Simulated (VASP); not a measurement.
Input:

```yaml
crystal:
  lattice:
    - [0.00000, 2.31037, 2.31037]
    - [2.31037, 0.00000, 2.31037]
    - [2.31037, 2.31037, 0.00000]
  atoms:
    - { symbol: Hf, position: [0.00000, 0.00000, 0.00000] }
    - { symbol: C, position: [0.50000, 0.50000, 0.50000] }
```

Calculation: PBE GGA with D3 dispersion (zero damping), VASP's PBE PAW potentials (set 64) (plane waves; VASP). Settings: 520 eV cut-off, 15×15×15 Γ-centred mesh, tetrahedra with Blöchl corrections, potentials Hf_pv C.

Unless said otherwise, spin-orbit coupling is left out, though it shifts the bands of the heavy elements here.

### Question
Tabulate the total density of states (states/eV per cell) against energy (eV; zero at the valence-band maximum or, without a gap, the Fermi level).

### Answer

```
E (eV) | DOS (states/eV)
    -9.98 | ####### 1.10
    -9.62 | ########## 1.52
    -9.26 | ###### 0.87
    -8.90 | ## 0.29
    -8.66 |  0.07
    -8.30 |  0.00
    -7.94 |  0.00
    -7.58 |  0.00
    -7.22 |  0.00
    -6.86 |  0.00
    -6.50 |  0.00
    -6.14 |  0.03
    -5.90 | # 0.13
    -5.54 | ## 0.26
    -5.18 | ### 0.44
    -4.82 | ##### 0.78
    -4.46 | ##### 0.81
    -4.10 | ##### 0.87
    -3.74 | ##### 0.77
    -3.38 | ### 0.54
    -3.14 | ### 0.46
    -2.78 | ############################## 4.73
    -2.42 | #################### 3.11
    -2.06 | ########### 1.75
    -1.70 | ####### 1.12
    -1.34 | ##### 0.79
    -0.98 | #### 0.60
    -0.62 | ### 0.45
    -0.38 | ## 0.28
    -0.02 | ## 0.25
     0.34 | ## 0.28
     0.70 | ## 0.32
     1.06 | ## 0.39
     1.42 | ### 0.50
     1.78 | ### 0.55
     2.14 | #### 0.59
     2.38 | #### 0.63
     2.74 | #### 0.69
     3.10 | ##### 0.79
     3.46 | ###### 0.89
```
Within 2 eV below the Fermi level the largest weight inside VASP's projection spheres is C p, then Hf d.

The compound is HfC in the rock salt structure. It was relaxed first.
